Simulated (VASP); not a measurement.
These are PBE GGA with D3 dispersion (zero damping), VASP's PBE PAW potentials (set 64) (plane waves; VASP 6.6.1) values and carry that method's errors.

VASP input:

**KPOINTS**
```
Automatic mesh
0
Gamma
16 16 16
0 0 0
```

**INCAR**
```
! general
SYSTEM   =  HfN
PREC     =  Accurate
ENCUT    =  520
LREAL    =  F
LASPH    =  T

! electronic loop
EDIFF    =  1E-7
NELM     =  100
ALGO     =  Normal
LMAXMIX  =  6

! smearing
ISMEAR   =  -5

! functional
GGA      =  PE
IVDW     =  11

! ions
ISIF     =  2

! output
LWAVE    =  F
LCHARG   =  T
LORBIT   =  11
NEDOS    =  601
```

### POSCAR
```
HfN
1
   -0.0000000000     2.2517296606     2.2517296606
    2.2517296606     0.0000000000     2.2517296606
    2.2517296606     2.2517296606    -0.0000000000
Hf N
1 1
Direct
  0.0000000000   0.0000000000   0.0000000000
  0.5000000000   0.5000000000   0.5000000000
```

POTCAR, in this order: Hf_pv N (PBE.64 set). Program: vasp_std.

Output

OSZICAR:
```
       N       E                     dE             d eps       ncg     rms          rms(c)
DAV:   1     0.387371115309E+02    0.38737E+02   -0.83048E+03  3190   0.129E+03
DAV:   2    -0.224884952726E+02   -0.61226E+02   -0.58046E+02  4195   0.255E+02
DAV:   3    -0.247299754408E+02   -0.22415E+01   -0.22218E+01  4108   0.424E+01
DAV:   4    -0.247503190546E+02   -0.20344E-01   -0.20238E-01  3810   0.394E+00
DAV:   5    -0.247506663224E+02   -0.34727E-03   -0.34567E-03  4155   0.366E-01    0.502E+01
DAV:   6    -0.218258343815E+02    0.29248E+01   -0.15431E+01  3710   0.282E+01    0.418E+01
DAV:   7    -0.217703485362E+02    0.55486E-01   -0.68683E-01  3646   0.759E+00    0.266E+01
DAV:   8    -0.217586602564E+02    0.11688E-01   -0.12437E-01  3741   0.330E+00    0.615E+00
DAV:   9    -0.217488723343E+02    0.97879E-02   -0.57486E-02  3768   0.168E+00    0.156E+00
DAV:  10    -0.217483917941E+02    0.48054E-03   -0.22351E-03  3770   0.437E-01    0.336E-01
DAV:  11    -0.217483881317E+02    0.36623E-05   -0.20421E-04  3954   0.131E-01    0.577E-02
DAV:  12    -0.217483883909E+02   -0.25919E-06   -0.13461E-05  3824   0.350E-02    0.349E-02
DAV:  13    -0.217483879979E+02    0.39302E-06   -0.58916E-07  3740   0.827E-03    0.105E-03
DAV:  14    -0.217483881020E+02   -0.10416E-06   -0.91608E-09  2024   0.892E-04    0.183E-03
DAV:  15    -0.217483880929E+02    0.91611E-08   -0.21124E-09  1880   0.471E-04
   1 F= -.22390434E+02 E0= -.22390434E+02  d E =0.000000E+00
```

### OUTCAR
```
------------------------ aborting loop because EDIFF is reached ----------------------------------------
 Edisp (eV)   -0.64205
  FORCE on cell =-STRESS in cart. coord.  units (eV):
  Direction    XX          YY          ZZ          XY          YZ          ZX
  --------------------------------------------------------------------------------------
  Total       0.00056     0.00056     0.00056     0.00000     0.00000     0.00000
  in kB       0.03896     0.03896     0.03896     0.00000     0.00000     0.00000
  external pressure =        0.04 kB  Pullay stress =        0.00 kB
  volume of cell :       22.83
      direct lattice vectors                 reciprocal lattice vectors
     0.000000000  2.251729661  2.251729661    -0.222051523  0.222051523  0.222051523
     2.251729661  0.000000000  2.251729661     0.222051523 -0.222051523  0.222051523
     2.251729661  2.251729661  0.000000000     0.222051523  0.222051523 -0.222051523
 POSITION                                       TOTAL-FORCE (eV/Angst)
 -----------------------------------------------------------------------------------
      0.00000      0.00000      0.00000        -0.000000     -0.000000     -0.000000
      2.25173      2.25173      2.25173         0.000000      0.000000      0.000000
 -----------------------------------------------------------------------------------
    total drift:                                0.000000     -0.000000     -0.000000
  FREE ENERGIE OF THE ION-ELECTRON SYSTEM (eV)
  ---------------------------------------------------
  free  energy   TOTEN  =       -22.3904343520 eV

  energy  without entropy=      -22.3904343520  energy(sigma->0) =      -22.39043435

 total charge

# of ion       s       p       d       tot
------------------------------------------
    1        0.294   6.583   1.778   8.655
    2        1.235   2.518   0.000   3.753
--------------------------------------------------
tot          1.529   9.101   1.778  12.408
```
(Selected blocks of OUTCAR.)

### OUTCAR
```
 val. band max:        8.4901527834   @ k =   0.0625   0.0625   0.0000

 cond. band min:       8.4784355448   @ k =   0.3750   0.1250   0.0000


 Fermi energy:         8.5029312639

 k-point     1 :       0.0000    0.0000    0.0000
  band No.  band energies     occupation
      1     -22.6433      2.00000
      2     -22.6433      2.00000
      3     -22.6433      2.00000
      4      -9.0963      2.00000
      5       5.4318      2.00000
      6       5.4318      2.00000
      7       5.4318      2.00000
      8       8.1199      2.00000
      9       8.1199      2.00000
     10       8.1199      2.00000
     11      10.3611      0.00000

 k-point     2 :       0.0625    0.0000    0.0000
  band No.  band energies     occupation
      1     -22.6852      2.00000
      2     -22.6467      2.00000
      3     -22.6467      2.00000
      4      -9.0038      2.00000
      5       5.0243      2.00000
      6       5.1937      2.00000
      7       5.1937      2.00000
      8       8.2335      2.00000
      9       8.2564      2.03739
     10       8.2564      1.70734
     11      10.6528      0.00000

 k-point     3 :       0.1250    0.0000    0.0000
  band No.  band energies     occupation
      1     -22.8023      2.00000
      2     -22.6565      2.00000
      3     -22.6565      2.00000
      4      -8.7384      2.00000
      5       4.1093      2.00000
      6       4.6417      2.00000
      7       4.6417      2.00000
      8       8.4304      1.92818
      9       8.6153      0.16915
     10       8.6153      0.05015
     11      11.3951      0.00000

 k-point     4 :       0.1875    0.0000    0.0000
  band No.  band energies     occupation
      1     -22.9720      2.00000
      2     -22.6710      2.00000
      3     -22.6710      2.00000
      4      -8.3329      2.00000
      5       3.0429      2.00000
      6       4.0054      2.00000
      7       4.0054      2.00000
      8       8.6765      0.30106
      9       9.1476      0.00000
...
```

For a metal the tetrahedron method with Blöchl corrections gives inexact stress and forces. Unless said otherwise, spin-orbit coupling is left out, though it shifts the bands of the heavy elements here.

The compound is HfN in the rock salt structure. It was relaxed first. The electron count is odd and the run is not spin-polarised, which forces a metal.
